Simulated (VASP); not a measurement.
# Ta3Si3N (P4/mmm) in VASP: single point with PBE

Aim: the single point of Ta3Si3N with PBE.

All numbers are computed with VASP 6.6.1; they aren't measurements. Logs are shortened: lines on timing, memory, paths and dates and some standing lists are left out, and cuts for length are marked.

### 1 The crystal as given

It takes space group P4/mmm (No. 123, tetragonal). Conventional cell: a = 3.222 Å, b = 3.222 Å, c = 9.482 Å, α = 90.00°, β = 90.00°, γ = 90.00°. Ta (site symmetry 4mm) is surrounded by 1 N at 2.14 Å. Around Ta (site symmetry 4/mmm) lie 4 N at 2.28 Å. Si (site symmetry 4mm) is surrounded by 5 Si at 2.59 to 2.62 Å and 4 Ta at 2.63 Å. Around Si (site symmetry 4/mmm) lie 2 Ta at 2.60 Å and 8 Si at 2.62 Å. N (site symmetry 4/mmm) has 6 Ta at 2.14 to 2.28 Å as nearest neighbours.

The cell was built by a generator and needn't be a form met in nature.

### 2 Single point, PBE

Contents of INCAR:

```
ALGO = Fast
EDIFF = 1E-5
ENCUT = 520
GGA = PE
ISIF = 2
ISMEAR = 0
LASPH = T
LCHARG = F
LREAL = Auto
LWAVE = F
NELM = 80
PREC = Normal
SIGMA = 0.15
```

Contents of KPOINTS:

```
k-points
0
Gamma
  7 4 3
```

Contents of POSCAR:

```
Ta3Si3N
1.0
    3.2220200000      0.0000000000      0.0000000000
    0.0000000000      6.4440400000      0.0000000000
    0.0000000000      0.0000000000      9.4824000000
Ta Si N
6 6 2
Direct
    0.0000000000      0.0000000000      0.7745660000
    0.0000000000      0.5000000000      0.7745660000
    0.0000000000      0.0000000000      0.2254340000
    0.0000000000      0.5000000000      0.2254340000
    0.5000000000      0.2500000000      0.0000000000
    0.5000000000      0.7500000000      0.0000000000
    0.5000000000      0.2500000000      0.3633380000
    0.5000000000      0.7500000000      0.3633380000
    0.5000000000      0.2500000000      0.6366620000
    0.5000000000      0.7500000000      0.6366620000
    0.0000000000      0.0000000000      0.5000000000
    0.0000000000      0.5000000000      0.5000000000
    0.0000000000      0.0000000000      0.0000000000
    0.0000000000      0.5000000000      0.0000000000
```

Potentials or basis: VASP PAW PBE potentials, release 64 (Ta_pv, Si, N).

Launch:

```
$ cat potpaw_PBE.64/Ta_pv/POTCAR potpaw_PBE.64/Si/POTCAR potpaw_PBE.64/N/POTCAR > POTCAR
$ mpirun -np 1 vasp_std > vasp.out
```

OUTCAR:

```text
EDIFF = 1E-5
   ENCUT = 520
   GGA = PE
   ISIF = 2
   ISMEAR = 0
   LASPH = T
   LREAL = Auto
   NELM = 80
   PREC = Normal

 ion  position               nearest neighbor table
   1  0.000  0.000  0.775-  13 2.14  11 2.60   9 2.63  10 2.63   9 2.63  10 2.63   5 3.12   6 3.12
                             5 3.12   6 3.12   2 3.22   2 3.22
   2  0.000  0.500  0.775-  14 2.14  12 2.60   9 2.63  10 2.63   9 2.63  10 2.63   5 3.12   6 3.12
                             5 3.12   6 3.12   1 3.22   1 3.22
   3  0.000  0.000  0.225-  13 2.14  11 2.60   7 2.63   8 2.63   7 2.63   8 2.63   5 3.12   6 3.12
                             5 3.12   6 3.12   4 3.22   4 3.22
   4  0.000  0.500  0.225-  14 2.14  12 2.60   7 2.63   8 2.63   7 2.63   8 2.63   5 3.12   6 3.12
                             5 3.12   6 3.12   3 3.22   3 3.22
   5  0.500  0.250  0.000-  13 2.28  14 2.28  13 2.28  14 2.28   1 3.12   2 3.12   1 3.12   2 3.12
                             3 3.12   4 3.12   3 3.12   4 3.12   6 3.22   6 3.22
   6  0.500  0.750  0.000-  13 2.28  14 2.28  13 2.28  14 2.28   1 3.12   2 3.12   1 3.12   2 3.12
                             3 3.12   4 3.12   3 3.12   4 3.12   5 3.22   5 3.22
   7  0.500  0.250  0.363-   9 2.59  11 2.62  12 2.62  11 2.62  12 2.62   3 2.63   4 2.63   4 2.63
                             3 2.63
   8  0.500  0.750  0.363-  10 2.59  11 2.62  12 2.62  11 2.62  12 2.62   3 2.63   4 2.63   4 2.63
                             3 2.63
   9  0.500  0.250  0.637-   7 2.59  11 2.62  12 2.62  11 2.62  12 2.62   1 2.63   2 2.63   2 2.63
                             1 2.63
  10  0.500  0.750  0.637-   8 2.59  11 2.62  12 2.62  11 2.62  12 2.62   1 2.63   2 2.63   2 2.63
                             1 2.63
  11  0.000  0.000  0.500-   1 2.60   3 2.60   7 2.62   8 2.62   9 2.62  10 2.62   7 2.62   8 2.62
                             9 2.62  10 2.62
  12  0.000  0.500  0.500-   2 2.60   4 2.60   7 2.62   8 2.62   9 2.62  10 2.62   7 2.62   8 2.62
                             9 2.62  10 2.62
  13  0.000  0.000  0.000-   1 2.14   3 2.14   5 2.28   6 2.28   5 2.28   6 2.28
  14  0.000  0.500  0.000-   2 2.14   4 2.14   5 2.28   6 2.28   5 2.28   6 2.28

  LATTYP: Found a simple orthorhombic cell.
 ALAT       =     3.2220200000
 B/A-ratio  =     2.0000000000
 C/A-ratio  =     2.9429984916

  Lattice vectors:

 A1 = (   3.2220200000,   0.0000000000,   0.0000000000)
 A2 = (   0.0000000000,   6.4440400000,   0.0000000000)
 A3 = (   0.0000000000,   0.0000000000,   9.4824000000)

Analysis of symmetry for initial positions (statically):
=====================================================================
 Subroutine PRICEL returns following result:

  LATTYP: Found a simple tetragonal cell.
 ALAT       =     3.2220200000
 C/A-ratio  =     2.9429984916

  Lattice vectors:

 A1 = (   3.2220200000,   0.0000000000,   0.0000000000)
 A2 = (   0.0000000000,   3.2220200000,   0.0000000000)
 A3 = (   0.0000000000,   0.0000000000,   9.4824000000)

   2 primitive cells build up your supercell.

 Routine SETGRP: Setting up the symmetry group for a
 simple orthorhombic supercell.

 Subroutine GETGRP returns: Found  8 space group operations
 (whereof  8 operations were pure point group operations)
 out of a pool of  8 trial point group operations.

The static configuration has the point symmetry D_2h.

Analysis of symmetry for dynamics (positions and initial velocities):
=====================================================================
 Subroutine PRICEL returns following result:

  LATTYP: Found a simple tetragonal cell.
 ALAT       =     3.2220200000
 C/A-ratio  =     2.9429984916

  Lattice vectors:

 A1 = (   3.2220200000,   0.0000000000,   0.0000000000)
 A2 = (   0.0000000000,   3.2220200000,   0.0000000000)
 A3 = (   0.0000000000,   0.0000000000,   9.4824000000)

   2 primitive cells build up your supercell.

 Routine SETGRP: Setting up the symmetry group for a
 simple orthorhombic supercell.

 Subroutine GETGRP returns: Found  8 space group operations
 (whereof  8 operations were pure point group operations)
 out of a pool of  8 trial point group operations.

The dynamic configuration has the point symmetry D_2h.

[... 46 lines left out ...]

  Cartesian coordinates                     Fractional coordinates (reciprocal lattice)
     0.044337758  0.000000000  0.000000000     0.142857143  0.000000000  0.000000000
     0.000000000  0.038795538  0.000000000     0.000000000  0.250000000  0.000000000
     0.000000000  0.000000000  0.035152845     0.000000000  0.000000000  0.333333333

  Length of vectors
     0.044337758  0.038795538  0.035152845

  Shift w.r.t. Gamma in fractional coordinates (k-lattice)
     0.000000000  0.000000000  0.000000000

 Subroutine IBZKPT returns following result:
 ===========================================

 Found     24 irreducible k-points:

 Following reciprocal coordinates:
            Coordinates               Weight
  0.000000  0.000000  0.000000      1.000000
  0.142857  0.000000  0.000000      2.000000
  0.285714  0.000000  0.000000      2.000000
  0.428571  0.000000  0.000000      2.000000
  0.000000  0.250000  0.000000      2.000000
  0.142857  0.250000  0.000000      4.000000
[... 16 lines left out ...]
  0.285714  0.500000  0.333333      4.000000
  0.428571  0.500000  0.333333      4.000000
   k-points           NKPTS =     24   k-points in BZ     NKDIM =     24   number of bands    NBANDS=     60
   number of dos      NEDOS =    301   number of ions     NIONS =     14
   total plane-waves  NPLWV =  34992
   dimension x,y,z NGX =    18 NGY =   36 NGZ =   54
   dimension x,y,z NGXF=    36 NGYF=   72 NGZF=  108
   ions per type =               6   6   2
   NGX,Y,Z   is equivalent  to a cutoff of   9.29,  9.29,  9.47 a.u.
   NGXF,Y,Z  is equivalent  to a cutoff of  18.57, 18.57, 18.93 a.u.
 SYSTEM =  unknown system
   PREC   = normal    normal or accurate (medium, high low for compatibility)
   ISTART =      0    job   : 0-new  1-cont  2-samecut
   ICHARG =      2    charge: 1-file 2-atom 10-const
   ISPIN  =      1    spin polarized calculation?
   LNONCOLLINEAR =      F non collinear calculations
   LSORBIT =      F    spin-orbit coupling
   LASPH  =      T    aspherical Exc in radial PAW
   ENCUT  =  520.0 eV  38.22 Ry    6.18 a.u.   5.99 11.98 17.63*2*pi/ulx,y,z
   NELM   =     80;   NELMIN=  2; NELMDL= -5     # of ELM steps
   EDIFF  = 0.1E-04   stopping-criterion for ELM
   LREAL  =      T    real-space projection
   EDIFFG = 0.1E-03   stopping-criterion for IOM
   NSW    =      0    number of steps for IOM
   IBRION =     -1    ionic relax: 0-MD 1-quasi-New 2-CG
   NFREE  =      0    steps in history (QN), initial steepest desc. (CG)
   ISIF   =      2    stress and relaxation
   ISYM   =      2    0-nonsym 1-usesym 2-fastsym
   POTIM  = 0.5000    time-step for ionic-motion
   TEBEG  =    0.0;   TEEND  =   0.0 temperature during run
   PSTRESS=    0.0 pullay stress
   NELECT =     100.0000    total number of electrons
   NUPDOWN=      -1.0000    fix difference up-down
   EMIN   =  10.00;   EMAX   =-10.00  energy-range for DOS
   EFERMI =   0.00;   METHOD = LEGACY
   ISMEAR =     0;   SIGMA  =   0.15  broadening in eV -4-tet -1-fermi 0-gaus
   EFERMI_NEDOS =   21; number of points for ismear=-14 and -15
   IALGO  =     68    algorithm
   IMIX   =      4    mixing-type and parameters
     AMIX     =   0.40;   BMIX     =  1.00
     AMIX_MAG =   1.60;   BMIX_MAG =  1.00
  volume/ion in A,a.u.               =      14.06        94.90
  Fermi-wavevector in a.u.,A,eV,Ry     =   1.306191  2.468343 23.213364  1.706134
  Thomas-Fermi vector in A             =   2.437009
   LORBIT       =      0    0 simple, 1 ext, 2 COOP (PROOUT), +10 PAW based schemes
   GGA     = PE    functional components
   LHFCALC =     F    Hartree Fock is set to
   AEXX    =    0.0000 exact exchange contribution
   IVDW    =     0    specifies the selected vdW correction
   LEPSILON=     F    determine dielectric tensor
   LRPA    =     F    only Hartree local field effects (RPA)
 non-spin polarized calculation
 RMM-DIIS sequential band-by-band and
 Gauss-broadening in eV      SIGMA  =   0.15
  energy-cutoff  :      520.00
  volume of cell :      196.88
 maximum number of plane-waves:      5346
   NGX = 11   NGY = 23   NGZ = 35

 number of electron     100.0000059 magnetization

 Free energy of the ion-electron system (eV)
  ---------------------------------------------------
  ext. energy  EPLUGINS =         0.00000000
  ---------------------------------------------------
  free energy    TOTEN  =      -124.73060627 eV

  energy without entropy =     -124.63237148  energy(sigma->0) =     -124.68148888

 E-fermi :   8.5179     XC(G=0): -12.2720

 val. band max:        8.5119286579   @ k =   0.1429   0.2500   0.0000
 cond. band min:       8.5381336441   @ k =   0.0000   0.5000   0.3333
 fundamental gap:      0.0262049861
 Fermi energy:         8.5178892713

 k-point     1 :       0.0000    0.0000    0.0000
  band No.  band energies     occupation
      1     -27.0988      2.00000
      2     -26.7528      2.00000
      3     -26.7517      2.00000
      4     -26.7058      2.00000
      5     -26.4932      2.00000
      6     -26.4513      2.00000
[... 1501 lines left out ...]
     59      11.2722      0.00000
     60      11.3124      0.00000

------------------------ aborting loop because EDIFF is reached ----------------------------------------

  FORCE on cell =-STRESS in cart. coord.  units (eV):
  Direction    XX          YY          ZZ          XY          YZ          ZX
  --------------------------------------------------------------------------------------
  -------------------------------------------------------------------------------------
  Total        0.0551014     -0.1228686      0.2150707     -0.0000000      0.0000000      0.0000000
  in kB        0.4484027     -0.9998774      1.7501977     -0.0000000      0.0000000      0.0000000
  external PRESSURE =       0.3995744 kB  Pullay stress =       0.0000000 kB

 VOLUME and BASIS-vectors are now :
 -----------------------------------------------------------------------------
  energy-cutoff  :      520.00
  volume of cell :      196.88
      direct lattice vectors                 reciprocal lattice vectors
     3.222020000  0.000000000  0.000000000     0.310364306  0.000000000  0.000000000
     0.000000000  6.444040000  0.000000000     0.000000000  0.155182153  0.000000000
     0.000000000  0.000000000  9.482400000     0.000000000  0.000000000  0.105458534

 POSITION                                       TOTAL-FORCE (eV/Angst)
 -----------------------------------------------------------------------------------
      0.00000      0.00000      7.34474         0.000000      0.000000     -0.001867
      0.00000      3.22202      7.34474         0.000000      0.000000     -0.001867
      0.00000      0.00000      2.13766         0.000000      0.000000      0.001867
      0.00000      3.22202      2.13766         0.000000      0.000000      0.001867
      1.61101      1.61101      0.00000         0.000000      0.000000      0.000000
      1.61101      4.83303      0.00000         0.000000     -0.000000      0.000000
      1.61101      1.61101      3.44532        -0.000000     -0.000000      0.053849
      1.61101      4.83303      3.44532        -0.000000     -0.000000      0.053849
      1.61101      1.61101      6.03708        -0.000000      0.000000     -0.053849
      1.61101      4.83303      6.03708        -0.000000      0.000000     -0.053849
      0.00000      0.00000      4.74120        -0.000000      0.000000      0.000000
      0.00000      3.22202      4.74120        -0.000000      0.000000      0.000000
      0.00000      0.00000      0.00000        -0.000000      0.000000      0.000000
      0.00000      3.22202      0.00000        -0.000000      0.000000      0.000000
 -----------------------------------------------------------------------------------
    total drift:                                0.000000      0.000000      0.000000

  FREE ENERGIE OF THE ION-ELECTRON SYSTEM (eV)
  ---------------------------------------------------
  free  energy   TOTEN  =      -124.7306062711 eV

  energy  without entropy=     -124.6323714791  energy(sigma->0) =     -124.68148888
```

It took 3.1 min on 1 thread of Intel Xeon Platinum 8488C (Sapphire Rapids), shared host; peak memory 0.3 GiB.

Results:

| Item | Value |
| --- | --- |
| Free energy | -124.7306 eV |
| Pressure | 0.0 GPa |
| Largest force | 0.054 eV/Å |
| Band gap on the k mesh | none (metal or under the smearing width) |

Forces on the atoms (eV/Å):
```
Ta   0.000  0.000 -0.002
Ta   0.000  0.000 -0.002
Ta   0.000  0.000  0.002
Ta   0.000  0.000  0.002
Ta   0.000  0.000  0.000
Ta   0.000  0.000  0.000
Si   0.000  0.000  0.054
Si   0.000  0.000  0.054
Si   0.000  0.000 -0.054
Si   0.000  0.000 -0.054
Si   0.000  0.000  0.000
Si   0.000  0.000  0.000
N    0.000  0.000  0.000
N    0.000  0.000  0.000
```
